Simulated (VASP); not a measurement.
OSZICAR of a VASP run on Tb (space group P6_3/mmc):

OSZICAR:
```
       N       E                     dE             d eps       ncg     rms          rms(c)
DAV:   1     0.120501732006E+04    0.12050E+04   -0.22986E+04  5538   0.221E+03
DAV:   2     0.365601112945E+03   -0.83942E+03   -0.64975E+03  5183   0.411E+02
DAV:   3     0.247506714369E+02   -0.34085E+03   -0.30818E+03  4777   0.179E+02
DAV:   4    -0.427295374799E+02   -0.67480E+02   -0.64088E+02  6906   0.764E+01
DAV:   5    -0.515894629496E+02   -0.88599E+01   -0.87639E+01  8201   0.286E+01    0.113E+02
DAV:   6    -0.143855371845E+03   -0.92266E+02   -0.19149E+02  5475   0.131E+02    0.307E+02
DAV:   7    -0.886265473208E+02    0.55229E+02   -0.24516E+01  5577   0.235E+01    0.254E+02
DAV:   8    -0.187007290063E+03   -0.98381E+02   -0.12343E+02  7264   0.101E+02    0.269E+02
DAV:   9    -0.866166479833E+02    0.10039E+03   -0.30148E+01  5932   0.296E+01    0.196E+02
DAV:  10    -0.111473728590E+03   -0.24857E+02   -0.17766E+02  6864   0.400E+01    0.193E+02
DAV:  11    -0.656882435515E+02    0.45785E+02   -0.36311E+01  5687   0.382E+01    0.191E+02
DAV:  12    -0.653100916847E+02    0.37815E+00   -0.26788E+01  7161   0.220E+01    0.127E+02
DAV:  13    -0.634363542861E+02    0.18737E+01   -0.39985E+00  7649   0.669E+00    0.130E+02
DAV:  14    -0.698043124999E+02   -0.63680E+01   -0.22420E+00  6592   0.930E+00    0.130E+02
DAV:  15    -0.673260993695E+02    0.24782E+01   -0.11067E+00  6929   0.263E+00    0.130E+02
DAV:  16    -0.678611180943E+02   -0.53502E+00   -0.10467E+00  5608   0.651E+00    0.128E+02
DAV:  17    -0.658059035935E+02    0.20552E+01   -0.19643E+00  5919   0.645E+00    0.130E+02
DAV:  18    -0.636287866964E+02    0.21771E+01   -0.10324E+00  5984   0.225E+00    0.130E+02
DAV:  19    -0.632012921660E+02    0.42749E+00   -0.12295E-01  7880   0.847E-01    0.130E+02
DAV:  20    -0.633327304331E+02   -0.13144E+00   -0.35244E-02  6457   0.898E-01    0.129E+02
DAV:  21    -0.656193978735E+02   -0.22867E+01   -0.75140E-01  5930   0.492E+00    0.123E+02
DAV:  22    -0.660177585958E+02   -0.39836E+00   -0.11781E+01  5935   0.231E+01    0.855E+01
DAV:  23    -0.572495927761E+02    0.87682E+01   -0.77500E+00  6147   0.202E+01    0.655E+01
DAV:  24    -0.562025586854E+02    0.10470E+01   -0.61587E+00  6870   0.728E+00    0.698E+01
DAV:  25    -0.614188637704E+02   -0.52163E+01   -0.34511E+00  5953   0.488E+00    0.695E+01
DAV:  26    -0.603822526045E+02    0.10366E+01   -0.67225E-01  6531   0.515E+00    0.600E+01
DAV:  27    -0.589220863967E+02    0.14602E+01   -0.22804E+00  6793   0.747E+00    0.520E+01
DAV:  28    -0.579143623439E+02    0.10077E+01   -0.69620E-01  6345   0.333E+00    0.499E+01
DAV:  29    -0.574581003808E+02    0.45626E+00   -0.12401E+00  6633   0.791E+00    0.501E+01
DAV:  30    -0.566134068338E+02    0.84469E+00   -0.53648E-01  6264   0.263E+00    0.486E+01
DAV:  31    -0.562534856036E+02    0.35992E+00   -0.56171E-01  5262   0.225E+00    0.522E+01
DAV:  32    -0.572760798358E+02   -0.10226E+01   -0.12788E+00  5535   0.341E+00    0.474E+01
DAV:  33    -0.569726694000E+02    0.30341E+00   -0.81047E-02  6752   0.974E-01    0.476E+01
DAV:  34    -0.571335789337E+02   -0.16091E+00   -0.15607E-01  6200   0.176E+00    0.479E+01
DAV:  35    -0.578884165524E+02   -0.75484E+00   -0.15583E-01  6715   0.177E+00    0.495E+01
DAV:  36    -0.579015072343E+02   -0.13091E-01   -0.48893E-02  6282   0.189E+00    0.489E+01
DAV:  37    -0.560727116477E+02    0.18288E+01   -0.31353E+00  5432   0.771E+00    0.489E+01
DAV:  38    -0.568611870582E+02   -0.78848E+00   -0.12276E+00  5596   0.544E+00    0.452E+01
DAV:  39    -0.564367609218E+02    0.42443E+00   -0.76142E+00  5929   0.357E+01    0.599E+01
DAV:  40    -0.552518916927E+02    0.11849E+01   -0.19443E+00  6352   0.755E+00    0.406E+01
DAV:  41    -0.556836475235E+02   -0.43176E+00   -0.75822E-01  7019   0.348E+00    0.429E+01
DAV:  42    -0.558775678015E+02   -0.19392E+00   -0.25945E-01  6610   0.163E+00    0.440E+01
DAV:  43    -0.554706402953E+02    0.40693E+00   -0.10979E-01  6210   0.761E-01    0.445E+01
DAV:  44    -0.554266277776E+02    0.44013E-01   -0.50899E-02  6378   0.928E-01    0.478E+01
DAV:  45    -0.552906107188E+02    0.13602E+00   -0.19939E-02  6498   0.453E-01    0.486E+01
DAV:  46    -0.545256183284E+02    0.76499E+00   -0.11457E-01  5939   0.142E+00    0.399E+01
DAV:  47    -0.546585273624E+02   -0.13291E+00   -0.46060E-01  5984   0.368E+00    0.474E+01
DAV:  48    -0.551785653122E+02   -0.52004E+00   -0.27015E-01  5497   0.156E+00    0.468E+01
DAV:  49    -0.552044311777E+02   -0.25866E-01   -0.61070E-02  6452   0.129E+00    0.465E+01
DAV:  50    -0.550342827847E+02    0.17015E+00   -0.42718E-02  7185   0.997E-01    0.442E+01
DAV:  51    -0.620792817555E+02   -0.70450E+01   -0.84786E+00  5538   0.109E+01    0.964E+01
DAV:  52    -0.610341528366E+02    0.10451E+01   -0.52484E-01  6446   0.318E+00    0.972E+01
DAV:  53    -0.603931851140E+02    0.64097E+00   -0.76000E-02  6642   0.122E+00    0.972E+01
DAV:  54    -0.601648637264E+02    0.22832E+00   -0.38010E-02  6893   0.158E+00    0.959E+01
DAV:  55    -0.600577280837E+02    0.10714E+00   -0.40173E-02  6250   0.163E+00    0.953E+01
DAV:  56    -0.589738526690E+02    0.10839E+01   -0.16192E+00  5324   0.747E+00    0.932E+01
DAV:  57    -0.531410297872E+02    0.58328E+01   -0.11568E+00  6376   0.702E+00    0.636E+01
DAV:  58    -0.529558820803E+02    0.18515E+00   -0.81359E-01  6276   0.428E+00    0.574E+01
DAV:  59    -0.527202491069E+02    0.23563E+00   -0.12148E+00  6453   0.579E+00    0.662E+01
DAV:  60    -0.511624467776E+02    0.15578E+01   -0.40259E-01  5434   0.234E+00    0.593E+01
DAV:  61    -0.578791469843E+02   -0.67167E+01   -0.19257E+00  5777   0.977E+00    0.658E+01
DAV:  62    -0.555035919107E+02    0.23756E+01   -0.35056E+00  5641   0.112E+01    0.458E+01
DAV:  63    -0.564163065910E+02   -0.91271E+00   -0.45921E+00  5949   0.108E+01    0.366E+01
DAV:  64    -0.568057032833E+02   -0.38940E+00   -0.20032E+00  6732   0.665E+00    0.298E+01
DAV:  65    -0.569788996802E+02   -0.17320E+00   -0.39669E-01  6593   0.347E+00    0.302E+01
DAV:  66    -0.559931267514E+02    0.98577E+00   -0.16884E+00  6151   0.940E+00    0.323E+01
DAV:  67    -0.564675854298E+02   -0.47446E+00   -0.32957E-01  7301   0.593E+00    0.310E+01
DAV:  68    -0.562654562207E+02    0.20213E+00   -0.18608E-01  7067   0.367E+00    0.332E+01
DAV:  69    -0.559322226088E+02    0.33323E+00   -0.99089E-02  7233   0.281E+00    0.313E+01
DAV:  70    -0.556847634135E+02    0.24746E+00   -0.17684E-01  6984   0.393E+00    0.287E+01
DAV:  71    -0.564873866031E+02   -0.80262E+00   -0.26940E-01  6899   0.619E+00    0.301E+01
DAV:  72    -0.569199789275E+02   -0.43259E+00   -0.27241E-01  6388   0.367E+00    0.373E+01
DAV:  73    -0.558604865984E+02    0.10595E+01   -0.27834E-01  7317   0.632E+00    0.320E+01
DAV:  74    -0.553055888557E+02    0.55490E+00   -0.50094E-01  6955   0.447E+00    0.260E+01
DAV:  75    -0.555041789518E+02   -0.19859E+00   -0.18421E-01  6521   0.183E+00    0.266E+01
DAV:  76    -0.552325208509E+02    0.27166E+00   -0.97665E-01  6584   0.618E+00    0.360E+01
DAV:  77    -0.555551867696E+02   -0.32267E+00   -0.26451E-01  6897   0.397E+00    0.338E+01
DAV:  78    -0.553398906634E+02    0.21530E+00   -0.19821E-01  7035   0.283E+00    0.266E+01
DAV:  79    -0.554226464723E+02   -0.82756E-01   -0.14619E-01  6493   0.287E+00    0.252E+01
DAV:  80    -0.554639059257E+02   -0.41259E-01   -0.57122E-02  7112   0.175E+00    0.248E+01
DAV:  81    -0.557182305974E+02   -0.25432E+00   -0.19880E-01  6912   0.450E+00    0.295E+01
DAV:  82    -0.557760232055E+02   -0.57793E-01   -0.39881E-02  6972   0.240E+00    0.311E+01
DAV:  83    -0.557600433501E+02    0.15980E-01   -0.14804E-01  7032   0.395E+00    0.258E+01
DAV:  84    -0.557322194460E+02    0.27824E-01   -0.16481E-01  7125   0.626E+00    0.215E+01
DAV:  85    -0.558034320074E+02   -0.71213E-01   -0.15904E-01  7015   0.366E+00    0.241E+01
DAV:  86    -0.559141134685E+02   -0.11068E+00   -0.30038E-01  6936   0.417E+00    0.217E+01
DAV:  87    -0.560202981838E+02   -0.10618E+00   -0.67661E-02  6324   0.123E+00    0.212E+01
DAV:  88    -0.559830831673E+02    0.37215E-01   -0.24377E-02  7146   0.975E-01    0.206E+01
DAV:  89    -0.558959099596E+02    0.87173E-01   -0.90775E-02  7176   0.145E+00    0.207E+01
DAV:  90    -0.557763743604E+02    0.11954E+00   -0.46704E-02  6898   0.169E+00    0.201E+01
DAV:  91    -0.559321046542E+02   -0.15573E+00   -0.52787E-01  6512   0.403E+00    0.238E+01
DAV:  92    -0.558203749284E+02    0.11173E+00   -0.73244E-02  6671   0.280E+00    0.236E+01
DAV:  93    -0.556957964276E+02    0.12458E+00   -0.38529E-02  7085   0.138E+00    0.238E+01
DAV:  94    -0.556701538384E+02    0.25643E-01   -0.19665E-02  7288   0.691E-01    0.238E+01
DAV:  95    -0.556264525182E+02    0.43701E-01   -0.45361E-03  7313   0.530E-01    0.237E+01
DAV:  96    -0.559338499357E+02   -0.30740E+00   -0.65431E-01  6752   0.887E+00    0.178E+01
DAV:  97    -0.561625370023E+02   -0.22869E+00   -0.39137E-01  6841   0.416E+00    0.176E+01
DAV:  98    -0.560968252618E+02    0.65712E-01   -0.20100E-01  6599   0.294E+00    0.160E+01
DAV:  99    -0.560050502531E+02    0.91775E-01   -0.67801E-02  7132   0.193E+00    0.147E+01
DAV: 100    -0.559748340752E+02    0.30216E-01   -0.13464E-01  7202   0.476E+00
   1 F= -.55974834E+02 E0= -.55408360E+02  d E =-.113295E+01  mag=    41.3597
```

Q: Which electronic solver shows in the log?

A: It is blocked Davidson (ALGO = Normal, or the opening steps of other solvers). The INCAR had ALGO = Normal.

Q: How was spin treated?

A: Collinear spin (ISPIN = 2): the summary line carries one mag value, 41.36 μB in the cell.

Q: Can the final energy be trusted as converged?

A: Convergence was not reached. It stopped with EDIFF = 1E-6, NELM = 100 (PBE GGA, plane waves, VASP's PBE PAW potentials (set 64)).  The run has a spin-polarised start.

The structure comes from a computed database's Tb entry; how it stands against other phases isn't given here. The cell was not relaxed at this level. The k-mesh is coarse (spacing up to 0.35 per Å, 2π included), so the numbers may not be converged in it. The run is one of a series of settings (another spin-polarised start against the base run), some of them coarse on purpose.
